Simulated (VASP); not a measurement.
A convergence study with VASP on Er (hcp): one setting is varied, all else stays as given below, so the limit is that of these other settings.

```
Er
1.0
    1.78000    -3.08305     0.00000
    1.78000     3.08305     0.00000
    0.00000     0.00000     5.59000
Er
2
Direct
  0.33333   0.66667   0.25000
  0.66667   0.33333   0.75000
```

Method: PBE GGA, VASP's PBE PAW potentials (set 64) (plane waves; VASP 6.6.1). The tightest run used: 550 eV cut-off, 21×21×13 Γ-centred mesh, first-order Methfessel-Paxton smearing of 0.10 eV, potentials Er_3.

The 4f electrons are frozen in the core of the lanthanide potential, so 4f levels, which can set the real gap, and their magnetism are missing.

Problem. The settings run are 1×1×1 mesh; 2×2×1 mesh; 3×3×2 mesh; 4×4×2 mesh; 5×5×3 mesh; 7×7×4 mesh; 8×8×5 mesh; 9×9×6 mesh; 10×10×6 mesh; 11×11×7 mesh; 12×12×7 mesh; 14×14×9 mesh; 15×15×9 mesh; 16×16×10 mesh; 17×17×10 mesh; 18×18×11 mesh; 20×20×12 mesh; 21×21×13 mesh. From which on does the stress (every component) stay within 0.2 GPa of the tightest run?

Solution. From 14×14×9 mesh on: it is off by 0.05 there and by no more than 0.2 in any finer run, while 12×12×7 mesh is off by 0.27.
```csv
setting,E (eV/atom),pressure (GPa),irreducible k-points,difference judged (GPa)
1×1×1 mesh,-5.9923,18.85,1,59.70
2×2×1 mesh,-5.1623,-9.64,2,10.95
3×3×2 mesh,-4.4328,-0.42,6,0.79
4×4×2 mesh,-4.4562,1.49,8,2.73
5×5×3 mesh,-4.4698,0.40,10,0.68
7×7×4 mesh,-4.5011,0.44,24,0.22
8×8×5 mesh,-4.4882,0.37,30,0.41
9×9×6 mesh,-4.4982,0.35,48,0.12
10×10×6 mesh,-4.5007,0.20,56,0.32
11×11×7 mesh,-4.4948,0.34,64,0.22
12×12×7 mesh,-4.4944,0.36,76,0.27
14×14×9 mesh,-4.4957,0.33,120,0.05
15×15×9 mesh,-4.4960,0.32,135,0.04
16×16×10 mesh,-4.4965,0.26,180,0.04
17×17×10 mesh,-4.4967,0.27,198,0.06
18×18×11 mesh,-4.4969,0.29,222,0.04
20×20×12 mesh,-4.4963,0.28,308,0.03
21×21×13 mesh,-4.4969,0.28,336,0.00
```

Left out are rungs that failed or repeat a setting and relaxations that didn't move; long series are thinned to 24 rows.

The compound is Er in the hcp structure. The cell was not relaxed at this level.
